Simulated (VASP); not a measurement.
OSZICAR of a VASP run on PbTe (rock salt):

**OSZICAR**
```
       N       E                     dE             d eps       ncg     rms          rms(c)
DAV:   1     0.695975366686E+02    0.69598E+02   -0.90196E+03   840   0.132E+03
DAV:   2    -0.763968159661E+02   -0.14599E+03   -0.14333E+03   882   0.328E+02
DAV:   3    -0.868467210756E+02   -0.10450E+02   -0.10373E+02  1134   0.957E+01
DAV:   4    -0.870935468579E+02   -0.24683E+00   -0.24676E+00   944   0.187E+01
DAV:   5    -0.871044174471E+02   -0.10871E-01   -0.10870E-01  1168   0.352E+00    0.306E+00
DAV:   6    -0.826966017933E+02    0.44078E+01   -0.19277E+00   972   0.268E+01    0.264E+00
DAV:   7    -0.825871046440E+02    0.10950E+00   -0.71486E-01   840   0.921E+00    0.158E+00
DAV:   8    -0.826115506496E+02   -0.24446E-01   -0.83577E-01   840   0.531E+00    0.647E-01
DAV:   9    -0.826558879105E+02   -0.44337E-01   -0.63701E-02   876   0.227E+00    0.575E-01
DAV:  10    -0.826176900753E+02    0.38198E-01   -0.37124E-02   840   0.146E+00    0.939E-01
DAV:  11    -0.826947510091E+02   -0.77061E-01   -0.23927E-01   840   0.326E+00    0.210E-01
DAV:  12    -0.826959057556E+02   -0.11547E-02   -0.13534E-02   936   0.840E-01    0.161E-01
DAV:  13    -0.826966482316E+02   -0.74248E-03   -0.24618E-04   990   0.131E-01    0.172E-01
DAV:  14    -0.826993590614E+02   -0.27108E-02   -0.18432E-03   894   0.248E-01    0.140E-01
DAV:  15    -0.827011154697E+02   -0.17564E-02   -0.13475E-03   840   0.414E-01    0.324E-01
DAV:  16    -0.827013813845E+02   -0.26591E-03   -0.26027E-04   936   0.164E-01    0.409E-01
DAV:  17    -0.827013646349E+02    0.16750E-04   -0.37220E-05   930   0.708E-02    0.340E-01
DAV:  18    -0.827013992448E+02   -0.34610E-04   -0.23606E-04   852   0.161E-01    0.166E-01
DAV:  19    -0.827013902789E+02    0.89659E-05   -0.53075E-05   876   0.593E-02    0.554E-02
DAV:  20    -0.827014289314E+02   -0.38652E-04   -0.39247E-05   852   0.524E-02    0.135E-02
DAV:  21    -0.827014338350E+02   -0.49037E-05   -0.94866E-06   876   0.221E-02    0.699E-03
DAV:  22    -0.827014332140E+02    0.62100E-06   -0.21030E-06   954   0.163E-02    0.210E-03
DAV:  23    -0.827014335042E+02   -0.29022E-06   -0.40600E-07   948   0.578E-03    0.195E-03
DAV:  24    -0.827014344489E+02   -0.94470E-06   -0.63625E-07   852   0.733E-03    0.103E-03
DAV:  25    -0.827014345873E+02   -0.13834E-06   -0.97304E-08   564   0.308E-03    0.462E-04
DAV:  26    -0.827014346182E+02   -0.30944E-07   -0.17267E-08   438   0.198E-03
   1 F= -.82701435E+02 E0= -.82701435E+02  d E =-.349739E-18
```

Question: Which electronic solver shows in the log?

Answer: It is blocked Davidson (ALGO = Normal, or the opening steps of other solvers). The INCAR had ALGO = Normal.

Question: Can the final energy be trusted as converged?

Answer: The run converged. It stopped with EDIFF = 1E-7, NELM = 100 (r2SCAN meta-GGA, plane waves, VASP's PBE PAW potentials (set 64)).

The compound is PbTe in the rock salt structure. This cell was strained or had an atom moved on purpose.
